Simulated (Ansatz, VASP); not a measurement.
# SnSe2 in two plane-wave programs

Aim: how closely do two programs agree when they are given the same cell, functional and k mesh? The cell is taken from a series of runs on this material, whose earlier steps may have relaxed, scaled, displaced or heated it; both programs get it as it stands.

Main program and level: Ansatz 0.2.0; plane waves, with VASP 6.6.1 beside it; single point at PBE.

### 1. The structure

The cell holds 9 atoms: 3 Sn and 6 Se. Its edges and angles: a = 3.794 Å, b = 10.038 Å, c = 30.460 Å, α = 90.0°, β = 90.0°, γ = 79.1°. It derives from SnSe2. Vacuum lies along c.

As a file:

```xyz
9
Lattice="3.7942 0.0000 0.0000 1.8971 9.8576 0.0000 0.0000 0.0000 30.4600" Properties=species:S:1:pos:R:3
Sn    3.7942    2.1906   10.0000
Sn    1.8971    5.4764   10.0000
Sn    3.7942    8.7623   10.0000
Se    1.8971    1.0953   11.7254
Se    3.7942    4.3812   11.7254
Se    1.8971    7.6670   11.7254
Se    1.8971    1.0953    8.2746
Se    3.7942    4.3812    8.2746
Se    1.8971    7.6670    8.2746
```

### 2. VASP: single point, PBE, pair 1

With cell and atoms fixed, the geometry can't cause a difference; cores, projectors, grids and the points listed under the comparison can.

Lines of VASP's logs that name or quote its potential files are left out, and so is its time.

INCAR reads:

```
SYSTEM = SnSe2
PREC = Accurate
ENCUT = 400
EDIFF = 1E-06
NELM = 120
ISMEAR = 0
SIGMA = 0.1
LREAL = .FALSE.
ALGO = Normal
GGA = PE
NBANDS = 48
LORBIT = 11
LWAVE = .FALSE.
LCHARG = .FALSE.
ISIF = 2
LDIPOL = .TRUE.
IDIPOL = 3
DIPOL = 0.5 0.5 0.328
LVHAR = .TRUE.
LASPH = .TRUE.
GGA_COMPAT = .FALSE.
NELMDL = -8
KPAR = 2
```

POSCAR reads:

```
SnSe2
1.0
    3.7941949000      0.0000000000      0.0000000000
    1.8970974500      9.8576075110      0.0000000000
    0.0000000000      0.0000000000     30.4600000000
Sn Se
3 6
Direct
    0.8888888889      0.2222222222      0.3282994091
    0.2222222222      0.5555555556      0.3282994091
    0.5555555556      0.8888888889      0.3282994091
    0.4444444445      0.1111111111      0.3849452770
    0.7777777778      0.4444444444      0.3849452770
    0.1111111111      0.7777777778      0.3849452770
    0.4444444445      0.1111111111      0.2716535412
    0.7777777778      0.4444444444      0.2716535412
    0.1111111111      0.7777777778      0.2716535412
```

KPOINTS reads:

```
Automatic mesh
0
Gamma
10 10 1
0 0 0
```

Potentials, in the order of the species: Sn_d and Se (PBE family, release 64).

On the command line:

```console
> mpirun -np 2 vasp_std
```

Numbers of over 12 decimals in the logs are rounded to 6 here.

Output:

```text
[banner, memory and clock lines left out]
running    2 mpi-ranks, on    1 nodes
 distrk:  each k-point on    1 cores,    2 groups
 distr:  one band on    1 cores,    1 groups

 POSCAR found type information on POSCAR SnSe
 POSCAR found :  2 types and       9 ions
 LDA part: xc-table for (Slater+PW92), standard interpolation
 POSCAR, INCAR and KPOINTS ok, starting setup
 FFT: planning ... GRIDC
 FFT: planning ... GRID_SOFT
 FFT: planning ... GRID
 WAVECAR not read
 entering main loop
       N       E                     dE             d eps       ncg     rms          rms(c)
DAV:   1     0.591790055930E+03    0.59179E+03   -0.26953E+04  3632   0.100E+03
DAV:   2     0.522236867806E+02   -0.53957E+03   -0.53057E+03  4168   0.247E+02
DAV:   3    -0.302775488932E+02   -0.82501E+02   -0.81649E+02  3592   0.113E+02
DAV:   4    -0.342254098336E+02   -0.39479E+01   -0.39295E+01  3664   0.292E+01
DAV:   5    -0.343388391561E+02   -0.11343E+00   -0.11336E+00  3944   0.454E+00
DAV:   6    -0.343419732417E+02   -0.31341E-02   -0.31338E-02  4120   0.804E-01
DAV:   7    -0.343420737114E+02   -0.10047E-03   -0.10046E-03  4320   0.135E-01
DAV:   8    -0.343420767082E+02   -0.29968E-05   -0.29965E-05  4288   0.206E-02    0.789E+00
DAV:   9    -0.332965922451E+02    0.10455E+01   -0.19637E+00  4032   0.100E+01    0.506E+00
DAV:  10    -0.332360139995E+02    0.60578E-01   -0.77916E-01  3688   0.339E+00    0.104E+00
DAV:  11    -0.332283326077E+02    0.76814E-02   -0.66197E-02  3816   0.181E+00    0.513E-01
DAV:  12    -0.332294752111E+02   -0.11426E-02   -0.71302E-03  3464   0.374E-01    0.137E-01
DAV:  13    -0.332296339849E+02   -0.15877E-03   -0.62204E-04  3848   0.168E-01    0.690E-02
DAV:  14    -0.332298006796E+02   -0.16669E-03   -0.28136E-04  3608   0.697E-02    0.183E-02
[...]
DAV:  18    -0.332300170266E+02   -0.79171E-04   -0.84241E-06  2800   0.615E-03    0.357E-03
DAV:  19    -0.332300315220E+02   -0.14495E-04   -0.60944E-07  2496   0.319E-03    0.220E-03
DAV:  20    -0.332300456317E+02   -0.14110E-04   -0.70546E-07  2480   0.206E-03    0.953E-04
DAV:  21    -0.332300487566E+02   -0.31249E-05   -0.51258E-08  2208   0.120E-03    0.402E-04
DAV:  22    -0.332300522418E+02   -0.34851E-05   -0.63461E-08  2192   0.961E-04    0.779E-04
DAV:  23    -0.332300540088E+02   -0.17670E-05   -0.21937E-08  2192   0.968E-04    0.292E-04
DAV:  24    -0.332300550600E+02   -0.10512E-05   -0.35548E-08  2208   0.712E-04    0.274E-04
DAV:  25    -0.332300552040E+02   -0.14395E-06   -0.18335E-09  2200   0.385E-04
   1 F= -.33230055E+02 E0= -.33224415E+02  d E =-.112808E-01
```

Parts of OUTCAR (step 2):

```text
ion  position               nearest neighbor table
   1  0.889  0.222  0.328-   7 2.79   4 2.79   8 2.79   5 2.79   7 2.79   4 2.79
   2  0.222  0.556  0.328-   9 2.79   6 2.79   8 2.79   8 2.79   5 2.79   5 2.79
   3  0.556  0.889  0.328-   9 2.79   6 2.79   7 2.79   4 2.79   9 2.79   6 2.79
   4  0.444  0.111  0.385-   1 2.79   3 2.79   1 2.79
   5  0.778  0.444  0.385-   1 2.79   2 2.79   2 2.79
   6  0.111  0.778  0.385-   3 2.79   2 2.79   3 2.79
   7  0.444  0.111  0.272-   1 2.79   3 2.79   1 2.79
   8  0.778  0.444  0.272-   1 2.79   2 2.79   2 2.79
   9  0.111  0.778  0.272-   3 2.79   2 2.79   3 2.79

  LATTYP: Found a base centered orthorhombic cell.
 ALAT       =     3.7941949000
 B/A-ratio  =     5.1961524227
 C/A-ratio  =     8.0280535931

 Subroutine GETGRP returns: Found  4 space group operations
 (whereof  2 operations were pure point group operations)

The static configuration has the point symmetry C_1h.
 The point group associated with its full space group is C_2v.

 Found     31 irreducible k-points:

   k-points           NKPTS =     31   k-points in BZ     NKDIM =     31   number of bands    NBANDS=     48

   dimension x,y,z NGX =    28 NGY =   70 NGZ =  200
   dimension x,y,z NGXF=    56 NGYF=  140 NGZF=  400

   ENCUT  =  400.0 eV  29.40 Ry    5.42 a.u.   6.19 16.37 49.67*2*pi/ulx,y,z

   NELECT =      78.0000    total number of electrons

 k-points in reciprocal lattice and weights: Automatic mesh
   0.00000000  0.00000000  0.00000000       0.010
   0.10000000 -0.00000000  0.00000000       0.040
   0.20000000 -0.00000000  0.00000000       0.040
   0.30000000 -0.00000000  0.00000000       0.040
   0.40000000 -0.00000000  0.00000000       0.040
   0.50000000  0.00000000  0.00000000       0.020
   0.00000000  0.10000000  0.00000000       0.020
   0.20000000  0.10000000  0.00000000       0.020
   0.30000000  0.10000000  0.00000000       0.040
[...]
-0.10000000  0.40000000  0.00000000       0.040
   0.00000000  0.50000000  0.00000000       0.010

 dipolmoment           0.000000      0.000000      0.000001 electrons x Angstroem

 average (electrostatic) potential at core
       1-110.9281       2-110.9281       3-110.9281       4 -61.4000       5 -61.4000
       6 -61.4000       7 -61.4000       8 -61.4000       9 -61.4000

 E-fermi :  -3.5478

 k-point     1 :       0.0000    0.0000    0.0000
  band No.  band energies     occupation
    ...
     35      -4.3684      2.00000
     36      -4.1156      2.00000
     37      -4.1156      2.00000
     38      -3.5683      1.22810
     39      -3.5671      1.21498
     40      -3.0701      0.00000
     41      -2.9835      0.00000
     42      -2.9835      0.00000
     43      -0.8610      0.00000
     44      -0.8610      0.00000
    ...

 k-point     2 :       0.1000   -0.0000    0.0000
  band No.  band energies     occupation
    ...
     35      -4.4699      2.00000
     36      -4.2720      2.00000
     37      -4.2355      2.00000
     38      -4.0105      2.00000
     39      -3.6314      1.76244
     40      -2.7713      0.00000
     41      -2.5873      0.00000
     42      -2.5639      0.00000
     43      -0.6869      0.00000
     44      -0.5631      0.00000
    ...

 k-point     3 :       0.2000   -0.0000    0.0000
  band No.  band energies     occupation
    ...
     35      -4.7631      2.00000
     36      -4.6219      2.00000
     37      -4.2717      2.00000
     38      -4.1203      2.00000
     39      -3.8266      1.99992
     40      -2.6035      0.00000
     41      -2.3735      0.00000
     42      -2.1539      0.00000
     43      -0.5847      0.00000
     44      -0.2907      0.00000
    ...

  Total        0.0205634      0.0210388      0.0643721      0.0000000      0.0000000      0.0000000
  in kB        0.0289190      0.0295877      0.0905289      0.0000000      0.0000000      0.0000000
  external PRESSURE =       0.0496785 kB  Pullay stress =       0.0000000 kB

  energy-cutoff  :      400.00
  volume of cell :     1139.26
      direct lattice vectors                 reciprocal lattice vectors
     3.794194900  0.000000000  0.000000000     0.263560525 -0.050722247  0.000000000
     1.897097450  9.857607511  0.000000000     0.000000000  0.101444493  0.000000000
     0.000000000  0.000000000 30.460000000     0.000000000  0.000000000  0.032829941

 POSITION                                       TOTAL-FORCE (eV/Angst)
 -----------------------------------------------------------------------------------
      3.79419      2.19058     10.00000        -0.000000      0.001057     -0.000000
      1.89710      5.47645     10.00000        -0.000000      0.001057      0.000000
      3.79419      8.76232     10.00000        -0.000000      0.001057      0.000000
      1.89710      1.09529     11.72543         0.000000     -0.000529      0.014605
      3.79419      4.38116     11.72543         0.000000     -0.000529      0.014605
      1.89710      7.66703     11.72543         0.000000     -0.000529      0.014605
      1.89710      1.09529      8.27457         0.000000     -0.000529     -0.014605
      3.79419      4.38116      8.27457         0.000000     -0.000529     -0.014605
      1.89710      7.66703      8.27457         0.000000     -0.000529     -0.014605
 -----------------------------------------------------------------------------------
    total drift:                                0.000020      0.000023     -0.000121

  FREE ENERGIE OF THE ION-ELECTRON SYSTEM (eV)
  ---------------------------------------------------
  free  energy   TOTEN  =       -33.2300552040 eV

  energy  without entropy=      -33.2187744117  energy(sigma->0) =      -33.22441481

 vacuum level on the upper side and lower side of the slab         2.086         2.086

 total charge
# of ion       s       p       d       tot
------------------------------------------
    1        1.081   0.945  10.062  12.087
    2        1.081   0.945  10.062  12.087
    3        1.081   0.945  10.062  12.087
    4        1.489   2.274   0.023   3.786
    5        1.489   2.274   0.023   3.786
    6        1.489   2.274   0.023   3.786
    7        1.489   2.274   0.023   3.786
    8        1.489   2.274   0.023   3.786
    9        1.489   2.274   0.023   3.786
--------------------------------------------------
tot         12.176  16.477  30.324  58.977

[... 3 further parts left out ...]
```

The run ends at a pressure of 0.00 GPa, with forces up to 0.015 eV/Å.

### 3. Ansatz: single point, PBE, pair 1

Ansatz runs on its PAW soft_1 files.

The same cell, functional, mesh and smearing now go to Ansatz, which takes its cutoff from its data sets.

input.yaml reads:

```yaml
crystal:
  lattice:
    - [3.7941949, 0.0, 0.0]
    - [1.89709745, 9.857607511, 0.0]
    - [0.0, 0.0, 30.46]
  atoms:
    - { symbol: Sn, position: [0.8888888889, 0.2222222222, 0.3282994091] }
    - { symbol: Sn, position: [0.2222222222, 0.5555555556, 0.3282994091] }
    - { symbol: Sn, position: [0.5555555556, 0.8888888889, 0.3282994091] }
    - { symbol: Se, position: [0.4444444444, 0.1111111111, 0.384945277] }
    - { symbol: Se, position: [0.7777777778, 0.4444444444, 0.384945277] }
    - { symbol: Se, position: [0.1111111111, 0.7777777778, 0.384945277] }
    - { symbol: Se, position: [0.4444444444, 0.1111111111, 0.2716535412] }
    - { symbol: Se, position: [0.7777777778, 0.4444444444, 0.2716535412] }
    - { symbol: Se, position: [0.1111111111, 0.7777777778, 0.2716535412] }
  periodic: [true, true, false]
kpoints:
  mp_grid: { grid: [10, 10, 1] }
hamiltonian:
  xc: pbe
  pseudopotentials: { kind: paw, azcp: { folder: soft_1 } }
scf:
  occupations: { method: gaussian, width: 0.1 }
output:
  forces: true
  stress: true
  eigenvalues: true
```

On the command line:

```console
> ansatz run input.yaml --threads 4 --pin off --max-ram 16384MiB --backend cpu --events-out ev --progress --plain --runs-dir out
```

Output:

```text
Engine: ansatz 0.2.0, aarch64-unknown-linux-gnu
Pseudopotentials: kind: paw
Pseudopotential: Sn, paw, valence charge 14, recommended cutoff 420 eV (normal), soft_1/Sn.paw.azcp
Pseudopotential: Se, paw, valence charge 16, recommended cutoff 420 eV (normal), soft_1/Se.paw.azcp
Functional definition: PBE
  parameter kappa = 0.804
  parameter beta = 0.066725
  exchange = pbe_x(kappa = kappa, mu = beta*pi^2/3)
  correlation = pbe_c(beta = beta)
Crystal: 9 atoms, lattice volume = 1139.255 Å³
Basis set: ecut = 420 eV, 22335 PW (Γ), exchange–correlation on 54×144×432 points (8 copies of the dense FFT grid, shifted against one another)
Bands: 83, of which v1, the nominal top of the filled ones, is band 69 counted from 1 (68 counted from 0)
Symmetry: 12 space group operations
Space group: P-6m2 (ITA 187), of the structure as read, at distance tolerance 1.0e-4 Å
k-points: 31 of 100 (time reversal used)
Non-local potential: Sn, projectors of the file, l = 0: 2, l = 1: 2, l = 2: 2, l = 3: 1
Non-local potential: Se, projectors of the file, l = 0: 2, l = 1: 2, l = 2: 3, l = 3: 1
PAW form: soft (Blöchl's): semilocal exchange-correlation on the pseudo side does not see the compensation charge
PAW one-centre angular grid: Sn, 590 points (default); XC on 64 Gauss nodes
PAW one-centre angular grid: Se, 590 points (default); XC on 64 Gauss nodes
Initial density: superposition of atomic densities (neutral atoms: chi_scale 0, normalization atom)
Initial wavefunctions: pseudopotential atomic-orbital guess
Functional: x = pbe(κ = 0.804, μ = 0.219515), c = pbe(β = 0.066725)
iter 1 solved again at ethr=2.97e-3 eV; its pass at ethr=3.10e-3 eV (dr2=4.10e0 eV) is discarded
SCF iter   1: F=—  HF=-50889.231202 eV  |F-HF|=—  |Δ(HF+E_count)|=         —  Δρ=1.40e-2  dr2=4.14e0  ethr=2.97e-3  ⟨swp⟩=2.3  Hψ=14711  notcnv=0
preconditioner: auto → Resta (q_TF=auto, 1.919 Å⁻¹)  ε∞=1.7  [insulator: Δε(μ)=0.372 eV  Ē_g=9.296 eV  σ=0.100 eV  W_gap=0.99  n_scr=120 (ndim 8)  ℏωp=7.6 eV  f_vac=0.761  D(μ)=0.03/eV (n_scr^D=0)  ε∞_Penn≈1.7  vacuum switching on, ρ_ref=6.3e-3 e/Å³]
SCF iter   2: F=—  HF=-50888.200398 eV  |F-HF|=—  |Δ(HF+E_count)|=    1.03e0  Δρ=5.99e-3  dr2=6.25e-1  ethr=2.97e-3  ⟨swp⟩=4.3  Hψ=4787  notcnv=0
preconditioner: auto → LDOS  [metal: Δε(μ)=0.023 eV  Ē_g=9.025 eV  σ=0.100 eV  W_gap=0.13  n_scr=120 (ndim 8)  ℏωp=7.6 eV  f_vac=0.763  D(μ)=2.54/eV (n_scr^D=6)  β→1.0]
SCF iter   3: F=—  HF=-50888.130294 eV  |F-HF|=—  |Δ(HF+E_count)|=   7.01e-2  Δρ=2.57e-3  dr2=2.26e-1  ethr=4.53e-4  ⟨swp⟩=4.0  Hψ=6229  notcnv=0  defer=252
SCF iter   4: F=—  HF=-50888.087891 eV  |F-HF|=—  |Δ(HF+E_count)|=   4.24e-2  Δρ=6.63e-4  dr2=1.12e-2  ethr=1.64e-4  ⟨swp⟩=3.0  Hψ=3533  notcnv=0  defer=252
SCF iter   5: F=—  HF=-50888.086547 eV  |F-HF|=—  |Δ(HF+E_count)|=   1.34e-3  Δρ=1.48e-4  dr2=1.66e-4  ethr=8.14e-6  ⟨swp⟩=3.0  Hψ=3725  notcnv=0  defer=252
SCF iter   6: F=—  HF=-50888.086631 eV  |F-HF|=—  |Δ(HF+E_count)|=   8.33e-5  Δρ=5.20e-5  dr2=2.31e-5  ethr=1.20e-7  ⟨swp⟩=3.1  Hψ=5308  notcnv=0  defer=252
SCF iter   7: F=—  HF=-50888.086770 eV  |F-HF|=—  |Δ(HF+E_count)|=   1.40e-4  Δρ=6.62e-6  dr2=4.10e-7  ethr=1.67e-8  ⟨swp⟩=3.7  Hψ=5091  notcnv=0  defer=252
SCF iter   8: F=-50888.086771 eV  HF=-50888.086771 eV  |F-HF|=6.89e-8  |Δ(HF+E_count)|=   8.23e-7  Δρ=1.84e-6  dr2=2.69e-8  ethr=7.25e-11  ⟨swp⟩=20.9  Hψ=16577  notcnv=0
SCF 1 converged in 8 iterations: F = -50888.086771 eV  dr2 = 2.69e-8
  greatest PAW one-centre occupation: 1.000 electrons in one spin orbital (limit 2), on the Se atom at site 8 (counted from 0), in its partial waves of l = 2
SCF converged after 8 iterations
Free energy (F): -50888.086771 eV
Harris-Foulkes:  -50888.086771 eV  (|F-HF|=6.89e-8)
Internal energy: -50888.075595 eV  (E = F + TS)
E sigma→0 (E₀):  -50888.081183 eV
Entropy (-TS):   -0.011176 eV (-1.242 meV/atom)
Fermi energy:    -5.633186 eV
--- Per-component energies (eV) ---
  E_band       = -4510.885692
  E_kinetic    = 1163.915801
  E_local      = -289798.316995  (includes V_loc(G=0)·N_el)
  E_nonlocal   = -1690.872749
  E_hartree    = 144349.641521
  E_xc         = -882.822874
  E_vxc        = -776.042710  (∫ρ·V_xc dr)
  E_paw        = -25894.628492  (= ΣΔE_a)
  E_vpaw       = -2108.848591  (= ΣTr[D̂ρ^β])
  E_aug_tail   = -0.001330  (compensation charges beyond the density's cutoff)
  E_ewald      = 121865.009523
  E_smearing   = -0.011176  (= −TS)
  E_closure    = -0.000000  (closes the sum)
  Σ components = -50888.086771   (vs F -50888.086771, Δ=0.00e0)
--- Forces (eV/Å), atoms counted from 1 ---
  atom   1  Sn    -0.00000000     0.00103059    -0.00000000
  atom   2  Sn    -0.00000000     0.00103059    -0.00000000
  atom   3  Sn    -0.00000000     0.00103059    -0.00000000
  atom   4  Se     0.00000000    -0.00051629    -0.00053957
  atom   5  Se     0.00000000    -0.00051629    -0.00053957
  atom   6  Se     0.00000000    -0.00051629    -0.00053957
  atom   7  Se     0.00000000    -0.00051629     0.00053957
  atom   8  Se     0.00000000    -0.00051629     0.00053957
  atom   9  Se    -0.00000000    -0.00051629     0.00053957
  max |Σ_I F_I| component: 5.97e-6 eV/Å
--- 2D stress c σ (N/m, compression-positive) ---
        0.004432       0.000000       0.000000
        0.000000       0.004838       0.000000
        0.000000       0.000000       0.000000
  P = ½ c Tr σ = 0.0046 N/m
--- Band table (eV; the first three rows and the last of 31) ---
  k-point 0: bands = [... 65 lower, -6.2015, -6.2015, -5.6545, -5.6533, -5.1510, -5.0676, -5.0676, -2.9434, ... 10 higher]
  k-point 1: bands = [... 65 lower, -6.2555, -6.1388, -5.7271, -5.6636, -5.2502, -5.0402, -4.8708, -3.0684, ... 10 higher]
  k-point 2: bands = [... 65 lower, -6.2701, -6.0698, -5.9260, -5.6901, -5.4067, -4.8068, -4.6748, -3.1764, ... 10 higher]
  k-point 30: bands = [... 65 lower, -6.5337, -6.1415, -6.1365, -6.1362, -5.4469, -5.2749, -4.7333, -3.1738, ... 10 higher]
  ° read free of the cell's end (the report's vacuum.weakly_bound_levels)
```

### 4. Comparison

Known differences besides the potentials themselves: Ansatz cuts the interaction across the vacuum, VASP repeats the sheet with a dipole correction; the data sets hold 138 valence electrons in Ansatz (on its PAW soft_1 files) and 78 in VASP; the cutoff is 420 eV in Ansatz and 400 eV in VASP. Total energies have different zeros and are not compared.

At this near-relaxed geometry the largest component of a force difference is 15 meV/Å. With vacuum in the cell, a pressure given here is an average over mostly empty space and none of the material.

(Part 1 of 2 ends here.)

[Lines on the potential files, build, host, timing and source positions are cut from VASP's logs without a mark.]

[Logs are printed without paths, hosts, clocks, repeated set-up lines and the standing remarks that a program may print on its own settings, such as how far it seeks lower states.]

[Hosts, paths, dates, database ids (printed as entryN), source tags and the programs' standing remarks are cut or masked in the printed files.]
